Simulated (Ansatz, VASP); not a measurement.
# Cross-check of KTaO3 between VASP and Ansatz, part 2 of 3

Aim: how closely do two programs agree when they are given the same cell, functional and k mesh? The cell is taken from a series of runs on this material, whose earlier steps may have relaxed, scaled, displaced or heated it; both programs get it as it stands.

VASP 6.6.1 and Ansatz 0.2.0.

So far: Set-up; Ansatz: zone-centre phonons, LDA.

## Step 3: VASP: zone-centre phonons, LDA

Level of this step: LDA; plane waves and PAW (O, K_sv, Ta_pv) (VASP).

The same cell, functional (in two slightly different forms) and mesh now go to VASP, with its own data sets.

Lines of VASP's logs that name or quote its potential files are left out, and so is its time.

INCAR reads:

```
SYSTEM = KTaO3
PREC = Accurate
ENCUT = 600
EDIFF = 1E-08
NELM = 120
ISMEAR = 0
SIGMA = 0.01
LREAL = .FALSE.
ALGO = Normal
GGA = CA
NBANDS = 25
LASPH = .TRUE.
LORBIT = 11
LWAVE = .FALSE.
LCHARG = .FALSE.
ISIF = 2
IBRION = 8
LEPSILON = .TRUE.
GGA_COMPAT = .FALSE.
EFERMI = MIDGAP
KPAR = 2
```

POSCAR reads:

```
KTaO3
1.0
    3.8979531509      0.0000000000      0.0000000000
    0.0000000000      3.8979531509      0.0000000000
    0.0000000000      0.0000000000      3.8979531509
O K Ta
3 1 1
Direct
    0.5000000000      0.0000000000      0.0000000000
    0.0000000000      0.5000000000      0.0000000000
    0.0000000000      0.0000000000      0.5000000000
    0.5000000000      0.5000000000      0.5000000000
    0.0000000000      0.0000000000      0.0000000000
```

KPOINTS reads:

```
Automatic mesh
0
Gamma
8 8 8
0 0 0
```

The projector-augmented-wave data sets are O, K_sv and Ta_pv (LDA family, release 64).

The run is started by

```sh
mpirun -np 2 vasp_std
```

What it wrote:

```text
[banner, memory and clock lines left out]
running    2 mpi-ranks, on    1 nodes
 distrk:  each k-point on    1 cores,    2 groups
 distr:  one band on    1 cores,    1 groups

 POSCAR found type information on POSCAR O K Ta
 POSCAR found :  3 types and       5 ions
 LDA part: xc-table for (Slater(with rela. corr.)+CA(PZ))
 , standard interpolation
 POSCAR, INCAR and KPOINTS ok, starting setup
 FFT: planning ... GRIDC
 FFT: planning ... GRID_SOFT
 FFT: planning ... GRID
 WAVECAR not read
 entering main loop
       N       E                     dE             d eps       ncg     rms          rms(c)
DAV:   1     0.361438309565E+03    0.36144E+03   -0.22433E+04  1750   0.170E+03
DAV:   2    -0.307049698480E+02   -0.39214E+03   -0.38135E+03  2046   0.470E+02
DAV:   3    -0.522049888299E+02   -0.21500E+02   -0.21413E+02  2298   0.107E+02
DAV:   4    -0.530781837858E+02   -0.87319E+00   -0.87209E+00  3137   0.144E+01
DAV:   5    -0.530835717463E+02   -0.53880E-02   -0.53875E-02  2262   0.991E-01    0.387E+01
DAV:   6    -0.452574942700E+02    0.78261E+01   -0.37013E+01  2176   0.433E+01    0.157E+01
DAV:   7    -0.450588281013E+02    0.19867E+00   -0.18698E+00  2290   0.925E+00    0.102E+01
DAV:   8    -0.449740775498E+02    0.84751E-01   -0.29001E-01  2259   0.458E+00    0.178E+00
DAV:   9    -0.449666232323E+02    0.74543E-02   -0.28320E-02  2345   0.124E+00    0.213E-01
DAV:  10    -0.449659270780E+02    0.69615E-03   -0.51515E-03  2396   0.533E-01    0.919E-02
DAV:  11    -0.449659052001E+02    0.21878E-04   -0.39259E-04  2496   0.150E-01    0.297E-02
DAV:  12    -0.449659056375E+02   -0.43736E-06   -0.34772E-05  2652   0.399E-02    0.867E-03
DAV:  13    -0.449659050636E+02    0.57383E-06   -0.28375E-06  2299   0.112E-02    0.459E-03
DAV:  14    -0.449659050262E+02    0.37440E-07   -0.22299E-07  2456   0.394E-03    0.889E-04
DAV:  15    -0.449659050258E+02    0.43201E-09   -0.32721E-08  2017   0.111E-03
   1 F= -.44965905E+02 E0= -.44965905E+02  d E =0.000000E+00
 Linear response reoptimize wavefunctions to high precision
DAV:   1    -0.449659050262E+02   -0.44292E-09   -0.18914E-09  1644   0.364E-04
DAV:   2    -0.449659050262E+02   -0.30013E-10   -0.33261E-10  1577   0.132E-04
 Linear response G [H, r] |phi>, progress :
  Direction:   1
       N       E                     dE             d eps       ncg     rms
RMM:   1    -0.136123022497E+03   -0.13612E+03    0.72887E+02  3053   0.196E+02
RMM:   2    -0.128994186725E+03    0.71288E+01   -0.31638E+01  2971   0.356E+01
RMM:   3    -0.129358085805E+03   -0.36390E+00   -0.31045E+00  3473   0.767E+00
RMM:   4    -0.129521422059E+03   -0.16334E+00   -0.57735E-01  3847   0.252E+00
RMM:   5    -0.129556158977E+03   -0.34737E-01   -0.15745E-01  3983   0.112E+00
RMM:   6    -0.129564584552E+03   -0.84256E-02   -0.43817E-02  4077   0.548E-01
RMM:   7    -0.129566661601E+03   -0.20770E-02   -0.11921E-02  4188   0.300E-01
RMM:   8    -0.129567559127E+03   -0.89753E-03    0.15570E-02  4212   0.179E-01
RMM:   9    -0.129567913977E+03   -0.35485E-03    0.29234E-03  4185   0.115E-01
RMM:  10    -0.129568088829E+03   -0.17485E-03   -0.11453E-02  4070   0.794E-02
RMM:  11    -0.129568246135E+03   -0.15731E-03    0.92295E-03  3983   0.578E-02
RMM:  12    -0.129568349422E+03   -0.10329E-03    0.30216E-02  3968   0.448E-02
RMM:  13    -0.129568476883E+03   -0.12746E-03   -0.59025E-04  3934   0.365E-02
RMM:  14    -0.129568564191E+03   -0.87307E-04    0.14082E-02  3921   0.317E-02
RMM:  15    -0.129568580909E+03   -0.16718E-04   -0.35025E-03  3910   0.286E-02
RMM:  16    -0.129568591756E+03   -0.10847E-04    0.60177E-03  3930   0.268E-02
RMM:  17    -0.129568598361E+03   -0.66052E-05   -0.11960E-02  3939   0.255E-02
RMM:  18    -0.129568585614E+03    0.12747E-04    0.33796E-03  3973   0.247E-02
RMM:  19    -0.129568577916E+03    0.76981E-05   -0.59803E-03  3987   0.242E-02
RMM:  20    -0.129568595879E+03   -0.17964E-04   -0.42201E-03  4002   0.239E-02
 Linear response G [H, r] |phi>, progress :
  Direction:   2
       N       E                     dE             d eps       ncg     rms
RMM:   1    -0.150072837357E+03   -0.15007E+03    0.56442E+02  2998   0.195E+02
RMM:   2    -0.148611759160E+03    0.14611E+01   -0.36361E+01  2874   0.381E+01
RMM:   3    -0.149075399054E+03   -0.46364E+00   -0.47133E+00  3530   0.920E+00
RMM:   4    -0.149279412708E+03   -0.20401E+00   -0.84663E-01  3947   0.304E+00
RMM:   5    -0.149322200328E+03   -0.42788E-01   -0.23013E-01  4092   0.136E+00
RMM:   6    -0.149332634803E+03   -0.10434E-01   -0.70953E-02  4149   0.675E-01
RMM:   7    -0.149336186371E+03   -0.35516E-02   -0.34443E-02  4264   0.373E-01
RMM:   8    -0.149336876725E+03   -0.69035E-03   -0.53200E-03  4271   0.221E-01
RMM:   9    -0.149337028888E+03   -0.15216E-03   -0.36698E-02  4251   0.146E-01
RMM:  10    -0.149337100580E+03   -0.71692E-04   -0.58148E-03  4165   0.101E-01
RMM:  11    -0.149337124328E+03   -0.23748E-04   -0.18779E-02  4088   0.744E-02
[...]
RMM:  21    -0.758127671089E+00   -0.12127E-07   -0.22416E-06  6781   0.147E-03    0.448E-05
RMM:  22    -0.758127615080E+00    0.56009E-07   -0.30197E-06  6762   0.145E-03    0.727E-05
RMM:  23    -0.758127651069E+00   -0.35989E-07    0.28101E-07  6757   0.144E-03    0.619E-05
RMM:  24    -0.758127739887E+00   -0.88819E-07   -0.26918E-06  6957   0.143E-03    0.299E-05
[...]
RMM:  12    -0.374564530571E+00   -0.10795E-06   -0.31706E-07  8611   0.682E-04    0.172E-05
RMM:  13    -0.374564499784E+00    0.30786E-07    0.16281E-07  8399   0.611E-04    0.750E-06
RMM:  14    -0.374564513549E+00   -0.13764E-07   -0.21185E-07  8421   0.570E-04    0.566E-06
RMM:  15    -0.374564515537E+00   -0.19879E-08   -0.71738E-08  8407   0.547E-04    0.358E-06
 first order change of Fermi-energy  -0.12144E-02
 force on displaced ion       1 direction 1 : -19.759   0.000  -0.000
 Born effective charge ion    1 direction 1 :  -6.482   0.000   0.000
 Linear response progress:
  Degree of freedom:   2/  4
       N       E                     dE             d eps       ncg     rms          rms(c)
RMM:   1    -0.366240851267E+00   -0.36624E+00    0.22744E-01 12218   0.267E+00
RMM:   2    -0.360732606206E+00    0.55082E-02   -0.10143E-02 10502   0.471E-01    0.127E-01
RMM:   3    -0.361953872501E+00   -0.12213E-02   -0.18350E-03 10429   0.161E-01    0.623E-02
RMM:   4    -0.363472437860E+00   -0.15186E-02   -0.62832E-04 10466   0.112E-01    0.151E-02
RMM:   5    -0.363539880087E+00   -0.67442E-04   -0.76097E-05 12172   0.325E-02    0.408E-03
RMM:   6    -0.363549346937E+00   -0.94669E-05   -0.14772E-05 13630   0.106E-02    0.276E-03
RMM:   7    -0.363539316810E+00    0.10030E-04   -0.35065E-06 12648   0.543E-03    0.692E-04
RMM:   8    -0.363546916395E+00   -0.75996E-05   -0.20054E-06 13731   0.290E-03    0.314E-04
RMM:   9    -0.363546995173E+00   -0.78778E-07   -0.13636E-06 13913   0.169E-03    0.150E-04
RMM:  10    -0.363546673650E+00    0.32152E-06    0.10055E-07 14278   0.118E-03    0.810E-05
RMM:  11    -0.363546345664E+00    0.32799E-06   -0.32745E-07 14195   0.942E-04    0.557E-05
RMM:  12    -0.363546429566E+00   -0.83902E-07   -0.61061E-07 14445   0.798E-04    0.315E-05
RMM:  13    -0.363546401567E+00    0.28000E-07   -0.50169E-07 14319   0.716E-04    0.120E-05
RMM:  14    -0.363546423234E+00   -0.21667E-07   -0.60392E-07 14336   0.666E-04    0.796E-06
RMM:  15    -0.363546431067E+00   -0.78335E-08   -0.87337E-08 14200   0.633E-04    0.580E-06
 first order change of Fermi-energy  -0.19023E-04
 force on displaced ion       1 direction 2 :   0.000  -3.822   0.000
 Born effective charge ion    1 direction 2 :   0.000  -1.714   0.000
 Linear response progress:
  Degree of freedom:   3/  4
       N       E                     dE             d eps       ncg     rms          rms(c)
RMM:   1    -0.305243952000E+00   -0.30524E+00    0.18887E-01  6345   0.296E+00
RMM:   2    -0.304997693624E+00    0.24626E-03   -0.40257E-02  6511   0.769E-01    0.545E-02
RMM:   3    -0.305944497119E+00   -0.94680E-03   -0.62540E-03  7087   0.254E-01    0.265E-02
RMM:   4    -0.306237387386E+00   -0.29289E-03   -0.95495E-04  7748   0.784E-02    0.239E-02
RMM:   5    -0.306261327828E+00   -0.23940E-04   -0.24007E-04  7664   0.375E-02    0.127E-02
RMM:   6    -0.306250634209E+00    0.10694E-04   -0.53173E-05  7850   0.191E-02    0.144E-03
RMM:   7    -0.306254592267E+00   -0.39581E-05   -0.16872E-05  8085   0.922E-03    0.107E-03
RMM:   8    -0.306251454296E+00    0.31380E-05   -0.37070E-06  8293   0.454E-03    0.877E-04
RMM:   9    -0.306249204207E+00    0.22501E-05   -0.34232E-08  8336   0.261E-03    0.791E-04
RMM:  10    -0.306238302663E+00    0.10902E-04   -0.11164E-06  7657   0.201E-03    0.125E-03
RMM:  11    -0.306244024238E+00   -0.57216E-05   -0.97233E-07  7620   0.144E-03    0.231E-04
RMM:  12    -0.306242901049E+00    0.11232E-05   -0.71571E-07  8172   0.983E-04    0.822E-05
RMM:  13    -0.306242738113E+00    0.16294E-06   -0.29377E-07  8457   0.806E-04    0.928E-05
RMM:  14    -0.306242852987E+00   -0.11487E-06   -0.46688E-07  8309   0.709E-04    0.147E-04
[...]
RMM:  29    -0.306242008060E+00   -0.35473E-08   -0.31002E-07  8740   0.583E-04    0.905E-07
RMM:  30    -0.306242009234E+00   -0.11745E-08   -0.30410E-07  8637   0.583E-04    0.716E-07
RMM:  31    -0.306242009495E+00   -0.26033E-09   -0.51050E-07  8613   0.583E-04    0.505E-07
RMM:  32    -0.306242009357E+00    0.13748E-09   -0.36782E-07  8612   0.583E-04    0.547E-07
RMM:  33    -0.306242009911E+00   -0.55369E-09   -0.52280E-07  8646   0.583E-04    0.395E-07
RMM:  34    -0.306242009727E+00    0.18359E-09   -0.29766E-07  8679   0.583E-04    0.399E-07
RMM:  35    -0.306242009690E+00    0.37500E-10   -0.60165E-07  8649   0.583E-04    0.476E-07
RMM:  36    -0.306242009485E+00    0.20450E-09   -0.20817E-07  8656   0.583E-04    0.451E-07
 first order change of Fermi-energy  -0.23289E-03
 force on displaced ion       4 direction 1 :  -4.775   0.000   0.000
 Born effective charge ion    4 direction 1 :   1.158   0.000   0.000
 Linear response progress:
  Degree of freedom:   4/  4
       N       E                     dE             d eps       ncg     rms          rms(c)
RMM:   1    -0.189134748613E+00   -0.18913E+00    0.76217E+00  4528   0.156E+01
RMM:   2    -0.211909108259E+00   -0.22774E-01   -0.35433E-02  5888   0.117E+00    0.159E-01
RMM:   3    -0.210689727473E+00    0.12194E-02   -0.15976E-03  6499   0.197E-01    0.858E-02
RMM:   4    -0.209761840140E+00    0.92789E-03   -0.30150E-04  7065   0.899E-02    0.259E-02
RMM:   5    -0.209552140295E+00    0.20970E-03   -0.38916E-05  7646   0.266E-02    0.569E-03
RMM:   6    -0.209534119301E+00    0.18021E-04   -0.73613E-06  7934   0.877E-03    0.226E-03
RMM:   7    -0.209529384966E+00    0.47343E-05   -0.23457E-06  7857   0.367E-03    0.714E-04
RMM:   8    -0.209529635900E+00   -0.25093E-06    0.20070E-06  8239   0.186E-03    0.315E-04
RMM:   9    -0.209530500769E+00   -0.86487E-06   -0.15790E-06  8346   0.117E-03    0.791E-05
RMM:  10    -0.209530696071E+00   -0.19530E-06    0.36518E-07  8350   0.817E-04    0.340E-05
RMM:  11    -0.209530738000E+00   -0.41929E-07   -0.93908E-07  8510   0.639E-04    0.136E-05
RMM:  12    -0.209530756591E+00   -0.18591E-07   -0.24728E-07  8570   0.530E-04    0.105E-05
RMM:  13    -0.209530746425E+00    0.10166E-07   -0.14741E-07  8631   0.467E-04    0.582E-06
RMM:  14    -0.209530776084E+00   -0.29659E-07   -0.26483E-07  8638   0.430E-04    0.285E-06
RMM:  15    -0.209530809468E+00   -0.33384E-07   -0.47266E-08  8590   0.406E-04    0.180E-06
RMM:  16    -0.209530803055E+00    0.64128E-08   -0.27775E-08  8612   0.390E-04    0.172E-06
 first order change of Fermi-energy   0.85585E-03
 force on displaced ion       5 direction 1 :  -7.048  -0.000   0.000
 Born effective charge ion    5 direction 1 :   8.748   0.000   0.000
 Born effective charges drift removed
 Linear response finished
```

[end of part 2 of 3]

[Lines on the potential files, build, host, timing and source positions are cut from VASP's logs without a mark.]

[Logs are printed without paths, hosts, clocks, repeated set-up lines and the standing remarks that a program may print on its own settings, such as how far it seeks lower states.]

[Hosts, paths, dates, database ids (printed as entryN), source tags and the programs' standing remarks are cut or masked in the printed files.]
